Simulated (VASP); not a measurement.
Here is the system:

```
CELL_PARAMETERS angstrom
      1.42569    -2.46937     0.00000
      1.42569     2.46937     0.00000
      0.00000     0.00000     4.52053
ATOMIC_POSITIONS crystal
  Ti 0.33333 0.66667 0.25000
  Ti 0.66667 0.33333 0.75000
```

These are optB86b-vdW, VASP's PBE PAW potentials (set 64) (plane waves; VASP) values and carry that method's errors. Run with 520 eV cut-off, 14×14×8 Γ-centred mesh, first-order Methfessel-Paxton smearing of 0.10 eV, potentials Ti_sv.

What does the run give for the energy per atom (σ→0), pressure, band gap (on the k-mesh) with the smallest direct gap where there is one?

* **band gap (on the k-mesh)**: none (metal, semimetal or under 0.01 eV)
* **energy per atom (σ→0)**: -5.013 eV/atom
* **pressure**: 7.99 GPa

The absolute energy has meaning only against runs of the same code, potentials and settings.

The compound is Ti in the hcp structure. This cell is one point of a volume scan, at 0.94 of the reference volume.
